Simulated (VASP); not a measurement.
AlCu: single point with LDA

Crystal: AlCu.

```
Al Cu
1.0
     2.99751   -0.01499    0.00000
    -0.01499    2.99751    0.00000
     0.00000    0.00000    2.99751
Al Cu
1 1
Cartesian
  0.0000 0.0000 0.0000
  1.4913 1.4913 1.4988
```

The cell comes from a database or a generator and needn't be the stable form of this composition.

The cell isn't the ideal one: strain -0.0100 x Voigt [0, 0, 0, 0, 0, 1], atoms carried along.

```yaml
Program: VASP 6.6.1
Task: single point
Functional: LDA
Potentials_or_basis: VASP PAW LDA potentials, release 64 (Al, Cu)
Cutoff: 520 eV
k_mesh: 16 × 16 × 16
Occupations: gaussian, width 0.15 eV
Spin: no spin polarisation
Dipole_correction: no
Further_INCAR_settings: ALGO = Fast; EDIFF = 1e-06; NBANDS = 14
```

```yaml
Pressure: -7.6 GPa
Band_gap_on_the_k_mesh: none (metal or under the smearing width)
```

Stress tensor (GPa, compression positive):
```
-7.56  0.19  0.00
 0.19 -7.56  0.00
 0.00  0.00 -7.57
```

Levels at points of the mesh, in eV from the Fermi level:
```csv
k point,band 4,band 5,band 6,band 7,band 8,band 9,band 10,band 11
"(0.00, 0.00, 0.00)",-3.92,-3.91,-3.90,3.78,3.82,3.86,6.42,6.42
"(0.50, 0.00, 0.00)",-4.34,-4.34,-3.86,-3.16,7.30,8.06,8.07,8.44
"(0.50, 0.50, 0.00)",-4.23,-3.70,-3.58,-3.53,-0.86,-0.15,9.98,12.83
"(0.00, 0.00, 0.50)",-4.36,-4.33,-3.86,-3.16,7.31,8.01,8.10,8.43
"(0.50, 0.00, 0.50)",-4.24,-3.64,-3.64,-3.53,-0.85,-0.16,9.98,12.86
"(0.50, 0.50, 0.50)",-3.51,-3.51,0.75,0.80,0.87,1.72,2.17,2.22
```

It took 76 s on 1 thread of Intel(R) Xeon(R) 6975P-C (Granite Rapids) (shared host), peak memory 0.34 GiB.
